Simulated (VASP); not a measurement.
Output of a VASP run:

### OUTCAR
```
 ion  position               nearest neighbor table
   1  0.000  0.000  0.000-
  LATTYP: Found a body centered cubic cell.
 ALAT       =     3.3000000000
 Subroutine PRICEL returns:
 Original cell was already a primitive cell.
 Subroutine GETGRP returns: Found 48 space group operations
The static configuration has the point symmetry O_h .
The dynamic configuration has the point symmetry O_h .
 Subroutine INISYM returns: Found 48 space group operations
 Subroutine IBZKPT returns following result:
 Found    104 irreducible k-points:

 Following reciprocal coordinates:
            Coordinates               Weight
  0.000000  0.000000  0.000000      1.000000
  0.071429  0.000000  0.000000     12.000000
  0.142857  0.000000  0.000000     12.000000
  0.214286  0.000000  0.000000     12.000000
  0.285714  0.000000  0.000000     12.000000
  0.357143  0.000000  0.000000     12.000000
  0.428571  0.000000  0.000000     12.000000
  0.500000  0.000000  0.000000      6.000000
  0.071429  0.071429  0.000000     24.000000
  0.142857  0.071429  0.000000     48.000000
  0.214286  0.071429  0.000000     48.000000
  0.285714  0.071429 -0.000000     48.000000
  0.357143  0.071429  0.000000     48.000000
  0.428571  0.071429  0.000000     48.000000
  0.142857  0.142857  0.000000     24.000000
  0.214286  0.142857 -0.000000     48.000000
  0.285714  0.142857  0.000000     48.000000
  0.357143  0.142857 -0.000000     48.000000
  0.428571  0.142857 -0.000000     24.000000
  0.214286  0.214286  0.000000     24.000000
  0.285714  0.214286 -0.000000     48.000000
  0.357143  0.214286  0.000000     48.000000
  0.285714  0.285714  0.000000     24.000000
  0.357143  0.285714 -0.000000     24.000000
  0.071429  0.071429  0.071429      8.000000
  0.142857  0.071429  0.071429     24.000000
  0.214286  0.071429  0.071429     24.000000
  0.285714  0.071429  0.071429     24.000000
  0.357143  0.071429  0.071429     24.000000
  0.428571  0.071429  0.071429     12.000000
 -0.071429  0.071429  0.071429      6.000000
  0.142857  0.142857  0.071429     24.000000
  0.214286  0.142857  0.071429     48.000000
  0.285714  0.142857  0.071429     48.000000
  0.357143  0.142857  0.071429     48.000000
 -0.142857  0.142857  0.071429     24.000000
  0.214286  0.214286  0.071429     24.000000
  0.285714  0.214286  0.071429     48.000000
  0.357143  0.214286  0.071429     24.000000
 -0.214286  0.214286  0.071429     24.000000
   k-points           NKPTS =    104   k-points in BZ     NKDIM =    104   number of bands    NBANDS=      9
   number of dos      NEDOS =    301   number of ions     NIONS =      1
   total plane-waves  NPLWV =  13824
   dimension x,y,z NGX =    24 NGY =   24 NGZ =   24
   dimension x,y,z NGXF=    48 NGYF=   48 NGZF=   48
   ions per type =               1
   PREC   = accura    normal or accurate (medium, high low for compatibility)
   ISTART =      0    job   : 0-new  1-cont  2-samecut
   ICHARG =      2    charge: 1-file 2-atom 10-const
   ISPIN  =      1    spin polarized calculation?
   LNONCOLLINEAR =      F non collinear calculations
   LSORBIT =      F    spin-orbit coupling
   INIWAV =      1    electr: 0-lowe 1-rand  2-diag
   ENCUT  =  520.0 eV  38.22 Ry    6.18 a.u.   5.31  5.31  5.31*2*pi/ulx,y,z
   NELM   =    100;   NELMIN=  2; NELMDL= -5     # of ELM steps
   EDIFF  = 0.1E-05   stopping-criterion for ELM
   LREAL  =      F    real-space projection
   NLSPLINE    = F    spline interpolate recip. space projectors
   LMAXMIX     =    6 max onsite mixed and CHGCAR
   VOSKOWN=      0    Vosko Wilk Nusair interpolation
   EDIFFG = -.1E-01   stopping-criterion for IOM
   NSW    =     60    number of steps for IOM
   NBLOCK =      1;   KBLOCK =     60    inner block; outer block
   IBRION =      2    ionic relax: 0-MD 1-quasi-New 2-CG
   NFREE  =      1    steps in history (QN), initial steepest desc. (CG)
...
```

### OSZICAR
```
...
DAV:   3    -0.982546690949E+01   -0.74657E+00   -0.73188E+00  2132   0.294E+01
DAV:   4    -0.983047520332E+01   -0.50083E-02   -0.49975E-02  2075   0.188E+00
DAV:   5    -0.983050644094E+01   -0.31238E-04   -0.31237E-04  2073   0.133E-01    0.210E+01
DAV:   6     0.510551799467E+01    0.14936E+02   -0.80577E+00  1915   0.441E+01    0.522E+00
DAV:   7     0.565056581057E+01    0.54505E+00   -0.11965E+00  1969   0.153E+01    0.964E-01
DAV:   8     0.554934517629E+01   -0.10122E+00   -0.11873E+00  1887   0.159E+01    0.215E+00
DAV:   9     0.478732874867E+01   -0.76202E+00   -0.50039E-01  1899   0.121E+01    0.279E-01
DAV:  10     0.477915008438E+01   -0.81787E-02   -0.29337E-02  1904   0.270E+00    0.511E-01
DAV:  11     0.476937313451E+01   -0.97769E-02   -0.15096E-03  1934   0.749E-01    0.285E-01
DAV:  12     0.476741332182E+01   -0.19598E-02   -0.14860E-03  1908   0.453E-01    0.116E-01
DAV:  13     0.476754298406E+01    0.12966E-03   -0.17413E-04  1913   0.176E-01    0.754E-02
DAV:  14     0.476754806781E+01    0.50838E-05   -0.42685E-05  1934   0.870E-02    0.157E-02
DAV:  15     0.476755843700E+01    0.10369E-04   -0.28894E-05  1966   0.641E-02    0.163E-02
DAV:  16     0.476755338863E+01   -0.50484E-05   -0.72653E-07  1084   0.126E-02    0.135E-02
DAV:  17     0.476755354697E+01    0.15833E-06   -0.29984E-07   960   0.901E-03
   1 F= 0.47675535E+01 E0= 0.47674566E+01  d E =0.476755E+01
       N       E                     dE             d eps       ncg     rms          rms(c)
DAV:   1     0.459381004768E+01   -0.17374E+00   -0.70478E+00  1896   0.388E+01    0.463E+00
DAV:   2     0.474867719526E+01    0.15487E+00   -0.19856E-01  1908   0.604E+00    0.164E+00
DAV:   3     0.478539371440E+01    0.36717E-01   -0.14284E-01  1931   0.457E+00    0.748E-01
DAV:   4     0.479920744129E+01    0.13814E-01   -0.12078E-02  1893   0.137E+00    0.191E-01
DAV:   5     0.478733223606E+01   -0.11875E-01   -0.60894E-03  1901   0.103E+00    0.185E-02
DAV:   6     0.478701037934E+01   -0.32186E-03   -0.13915E-04  1926   0.173E-01    0.945E-03
DAV:   7     0.478689077512E+01   -0.11960E-03   -0.26559E-05  1903   0.832E-02    0.671E-03
DAV:   8     0.478687340055E+01   -0.17375E-04   -0.10538E-05  1897   0.480E-02    0.761E-03
DAV:   9     0.478688085401E+01    0.74535E-05   -0.45904E-06  1885   0.298E-02    0.113E-03
DAV:  10     0.478688028231E+01   -0.57170E-06   -0.91705E-08   950   0.514E-03
   2 F= 0.47868803E+01 E0= 0.47868379E+01  d E =0.193267E-01
       N       E                     dE             d eps       ncg     rms          rms(c)
DAV:   1     0.468344230068E+01   -0.10344E+00   -0.36272E+00  1895   0.286E+01    0.320E+00
DAV:   2     0.474673730998E+01    0.63295E-01   -0.92068E-02  1915   0.379E+00    0.118E+00
DAV:   3     0.476389338039E+01    0.17156E-01   -0.71266E-02  1933   0.304E+00    0.473E-01
DAV:   4     0.474233985216E+01   -0.21554E-01   -0.99047E-03  1900   0.132E+00    0.339E-01
DAV:   5     0.476538870655E+01    0.23049E-01   -0.96657E-03  1931   0.133E+00    0.866E-02
DAV:   6     0.476395071205E+01   -0.14380E-02   -0.34225E-04  1896   0.248E-01    0.310E-02
DAV:   7     0.476400163436E+01    0.50922E-04   -0.11393E-05  2123   0.487E-02    0.192E-02
DAV:   8     0.476394851295E+01   -0.53121E-04   -0.27849E-05  1903   0.770E-02    0.533E-03
DAV:   9     0.476395451199E+01    0.59990E-05   -0.13674E-05  1885   0.517E-02    0.498E-03
DAV:  10     0.476395458969E+01    0.77696E-07   -0.18999E-07   958   0.740E-03
   3 F= 0.47639546E+01 E0= 0.47638164E+01  d E =-.359896E-02
```

### OUTCAR
```
------------------------ aborting loop because EDIFF is reached ----------------------------------------
  FORCE on cell =-STRESS in cart. coord.  units (eV):
  Direction    XX          YY          ZZ          XY          YZ          ZX
  --------------------------------------------------------------------------------------
  Total       -0.0076320     -0.0076320     -0.0076320      0.0000000     -0.0000000      0.0000000
  in kB       -0.6921963     -0.6921963     -0.6921963      0.0000000     -0.0000000      0.0000000
  external PRESSURE =      -0.6921963 kB  Pullay stress =       0.0000000 kB
  volume of cell :       17.67
      direct lattice vectors                 reciprocal lattice vectors
    -1.640667063  1.640667063  1.640667063     0.000000000  0.304754091  0.304754091
     1.640667063 -1.640667063  1.640667063     0.304754091  0.000000000  0.304754091
     1.640667063  1.640667063 -1.640667063     0.304754091  0.304754091  0.000000000
 POSITION                                       TOTAL-FORCE (eV/Angst)
 -----------------------------------------------------------------------------------
      0.00000      0.00000      0.00000         0.000000      0.000000     -0.000000
 -----------------------------------------------------------------------------------
    total drift:                                0.000000     -0.000000     -0.000000
  FREE ENERGIE OF THE ION-ELECTRON SYSTEM (eV)
  ---------------------------------------------------
  free  energy   TOTEN  =         4.7639545897 eV

  energy  without entropy=        4.7635399786  energy(sigma->0) =        4.76381639

 reached required accuracy - stopping structural energy minimisation
```
(Selected blocks of OUTCAR.)

### POSCAR
```
Ta
1
   -1.6500000000     1.6500000000     1.6500000000
    1.6500000000    -1.6500000000     1.6500000000
    1.6500000000     1.6500000000    -1.6500000000
Ta
1
Direct
  0.0000000000   0.0000000000   0.0000000000
```

Task: Write an INCAR and KPOINTS that could have produced this output.

Result: Several could match; the one computed here: the input of the run itself, MS2 meta-GGA, plane waves, VASP's PBE PAW potentials (set 64).

### INCAR
```
ENCUT = 520   ! plane-wave cut-off (eV)
ISIF = 3   ! ions, shape and volume
NELM = 100   ! most electronic steps
NSW = 60
LMAXMIX = 6
EDIFFG = -0.01
IBRION = 2   ! conjugate gradients
ISMEAR = 1   ! Methfessel-Paxton
LASPH = .TRUE.
LMIXTAU = .TRUE.
SYSTEM = Ta
LCHARG = .FALSE.
EDIFF = 1E-6
SIGMA = 0.1
LREAL = .FALSE.   ! projection in real space or not
PREC = Accurate
METAGGA = MS2
LWAVE = .FALSE.
ALGO = Normal   ! blocked Davidson
```

### KPOINTS
```
Automatic mesh
0
Gamma
14 14 14
0 0 0
```

POTCAR, in this order: Ta_pv (PBE.64 set). Program: vasp_std.

The compound is Ta in the bcc structure. This run relaxes it. Symmetry was kept, so distortions that lower it aren't found.
